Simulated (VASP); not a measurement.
OSZICAR of a VASP run on Co (hcp):

OSZICAR:
```
       N       E                     dE             d eps       ncg     rms          rms(c)
DAV:   1     0.656335081435E+02    0.65634E+02   -0.82091E+03  9176   0.156E+03
DAV:   2    -0.290890644430E+02   -0.94723E+02   -0.87822E+02  9014   0.258E+02
DAV:   3    -0.314428371088E+02   -0.23538E+01   -0.23027E+01 10701   0.580E+01
DAV:   4    -0.314815115143E+02   -0.38674E-01   -0.38664E-01 13183   0.550E+00
DAV:   5    -0.314817639669E+02   -0.25245E-03   -0.25245E-03 11061   0.460E-01    0.179E+01
DAV:   6    -0.271815987746E+02    0.43002E+01   -0.23276E+01 10022   0.101E+02    0.103E+01
DAV:   7    -0.264111939420E+02    0.77040E+00   -0.27570E+00 10694   0.332E+01    0.539E+00
DAV:   8    -0.264364590024E+02   -0.25265E-01   -0.88142E-02 12457   0.285E+00    0.225E+00
DAV:   9    -0.264133630423E+02    0.23096E-01   -0.21095E-02 11783   0.235E+00    0.768E-01
DAV:  10    -0.264114194444E+02    0.19436E-02   -0.10948E-02 11721   0.181E+00    0.165E-01
DAV:  11    -0.264114372407E+02   -0.17796E-04   -0.79022E-04  9886   0.445E-01    0.126E-01
DAV:  12    -0.264115011269E+02   -0.63886E-04   -0.33148E-05 12817   0.826E-02    0.692E-02
DAV:  13    -0.264115313368E+02   -0.30210E-04   -0.36586E-05 11509   0.782E-02    0.189E-02
DAV:  14    -0.264115341454E+02   -0.28086E-05   -0.52845E-06  9820   0.311E-02    0.931E-03
DAV:  15    -0.264115341284E+02    0.16991E-07   -0.45275E-07 11714   0.115E-02
   1 F= -.26148329E+02 E0= -.26148115E+02  d E =-.261483E+02  mag=     3.5082
       N       E                     dE             d eps       ncg     rms          rms(c)
DAV:   1    -0.264126140144E+02   -0.10799E-02   -0.25790E-02 10183   0.159E+00    0.199E-01
DAV:   2    -0.264119289076E+02    0.68511E-03   -0.12509E-03 11172   0.740E-01    0.122E-01
DAV:   3    -0.264119415442E+02   -0.12637E-04   -0.19060E-04 11086   0.261E-01    0.858E-02
DAV:   4    -0.264118890385E+02    0.52506E-04   -0.28177E-05 11339   0.664E-02    0.189E-02
DAV:   5    -0.264118863048E+02    0.27338E-05   -0.79807E-06 12321   0.438E-02    0.565E-03
DAV:   6    -0.264118860080E+02    0.29680E-06   -0.93049E-07 11355   0.145E-02    0.299E-03
DAV:   7    -0.264118863100E+02   -0.30208E-06   -0.87538E-08  5177   0.421E-03    0.165E-03
DAV:   8    -0.264118866963E+02   -0.38631E-06   -0.59893E-08  4752   0.250E-03    0.504E-04
DAV:   9    -0.264118868857E+02   -0.18937E-06   -0.20746E-08  4640   0.182E-03    0.278E-04
DAV:  10    -0.264118868948E+02   -0.91197E-08   -0.51328E-09  4633   0.775E-04
   2 F= -.26148456E+02 E0= -.26148208E+02  d E =-.127261E-03  mag=     3.5088
```

Question: Which electronic solver shows in the log?

Answer: It is blocked Davidson (ALGO = Normal, or the opening steps of other solvers). The INCAR had ALGO = Normal.

Question: How was spin treated?

Answer: Collinear spin (ISPIN = 2): the summary line carries one mag value, 3.51 μB in the cell.

Question: Can the final energy be trusted as converged?

Answer: Self-consistency was reached. It stopped with EDIFF = 1E-7, NELM = 100, NSW = 40 and EDIFFG = -0.01 after 2 ionic steps (r2SCAN meta-GGA, plane waves, VASP's PBE PAW potentials (set 64)).

The compound is Co in the hcp structure. This run relaxes it under an external pressure of 2 GPa. Symmetry was kept, so distortions that lower it aren't found.
